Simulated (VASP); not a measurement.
Input:

```
ZnF2
1.0
    4.86483     0.00000     0.00000
    0.00000     4.86483     0.00000
    0.00000     0.00000     3.21627
Zn F
2 4
Direct
  0.00000   0.00000   0.00000
  0.50000   0.50000   0.50000
  0.30456   0.30456   0.00000
  0.80456   0.19544   0.50000
  0.19544   0.80456   0.50000
  0.69544   0.69544   0.00000
```

All values below come from revPBE GGA, VASP's PBE PAW potentials (set 64) (plane waves; VASP 6.6.1). Numerical set-up: 520 eV cut-off, Gaussian smearing of 0.050 eV, potentials Zn F.

Problem. Give the energies of bands 15 to 28 at the high-symmetry points, in eV from the valence-band maximum.

Solution. 
```tsv
band	Γ	X	M	Z	R	A
15	-2.68	-2.54	-2.61	-2.71	-2.73	-2.72
16	-2.68	-2.54	-2.61	-2.71	-2.73	-2.72
17	-2.56	-1.85	-2.06	-2.36	-2.68	-2.28
18	-2.43	-1.85	-2.06	-2.36	-2.68	-2.28
19	-1.56	-1.62	-1.61	-1.30	-2.27	-1.06
20	-1.38	-1.62	-1.61	-1.30	-2.27	-1.06
21	-1.05	-1.15	-1.52	-1.20	-1.25	-1.04
22	-1.05	-1.15	-1.52	-1.20	-1.25	-1.04
23	-0.73	-0.51	-0.91	-1.03	-1.00	-1.03
24	-0.21	-0.51	-0.91	-1.03	-1.00	-1.03
25	-0.21	-0.27	-0.23	-1.01	0.00	-0.72
26	-0.02	-0.27	-0.23	-1.01	0.00	-0.72
27	3.52	5.94	6.70	7.94	8.33	7.77
28	8.85	5.94	6.70	7.94	8.33	7.77
```

The gap is indirect, 3.51 eV, from the valence maximum at R to the conduction minimum at Γ.

Measured: gap 7.50 eV (computed value off by -3.99 eV), as given by Dominik Kurzydłowski et al., Inorganic Chemistry (2020), arXiv:1912.01850 [midpoint of the printed range].

The compound is ZnF2 in the rutile structure. It was relaxed first, which changed the volume by +10 %.
